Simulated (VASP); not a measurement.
An input for Quantum ESPRESSO's pw.x (written as the equivalent of a VASP run, and not itself run):

```
&CONTROL
  calculation = 'scf'
  pseudo_dir = './pseudo'
  outdir = './out'
  tprnfor = .true.
  tstress = .true.
/
&SYSTEM
  ibrav = 0
  nat = 2
  ntyp = 2
  ecutwfc = 88
  occupations = 'tetrahedra'
  input_dft = 'vdw-df-ob86'
/
&ELECTRONS
  conv_thr = 7.3e-09
  electron_maxstep = 100
/
ATOMIC_SPECIES
  Na 22.990 Na.upf
  Cl 35.450 Cl.upf
CELL_PARAMETERS angstrom
    -0.0000000    2.8066108    2.8066108
     2.8066108    0.0000000    2.8066108
     2.8066108    2.8066108    0.0000000
ATOMIC_POSITIONS crystal
  Na   0.0000000  0.0000000  0.0000000
  Cl   0.5000000  0.5000000  0.5000000
K_POINTS automatic
  9 9 9 0 0 0
```

Task: Write the VASP files for the same calculation (optB86b-vdW).

Result: Several could match; the one computed here: 
POSCAR:
```
NaCl
1
   -0.0000000000     2.8066107692     2.8066107692
    2.8066107692     0.0000000000     2.8066107692
    2.8066107692     2.8066107692     0.0000000000
Na Cl
1 1
Direct
  0.0000000000   0.0000000000   0.0000000000
  0.5000000000   0.5000000000   0.5000000000
```

INCAR:
```
! general
SYSTEM    =  NaCl
PREC      =  Accurate
ENCUT     =  520
LREAL     =  .FALSE.
LASPH     =  .TRUE.

! electronic loop
EDIFF     =  1E-7
NELM      =  100
ALGO      =  Normal

! smearing
ISMEAR    =  -5

! functional
GGA       =  MK
LUSE_VDW  =  .TRUE.
AGGAC     =  0.0
PARAM1    =  0.1234
PARAM2    =  1.0

! ions
ISIF      =  2

! output
LWAVE     =  .FALSE.
LCHARG    =  .TRUE.
LORBIT    =  11
NEDOS     =  601
```

### KPOINTS
```
Automatic mesh
0
Gamma
9 9 9
0 0 0
```

POTCAR, in this order: Na_pv Cl (PBE.64 set). Program: vasp_std.

Limits of the translation: the potentials are each code's own (VASP's PAW set, PseudoDojo norm-conserving files in pw.x), so ENCUT and ecutwfc are chosen apart and not converted; conv_thr bounds pw.x's estimated SCF error, while EDIFF bounds the energy change between steps.

The compound is NaCl in the rock salt structure. It was relaxed first.
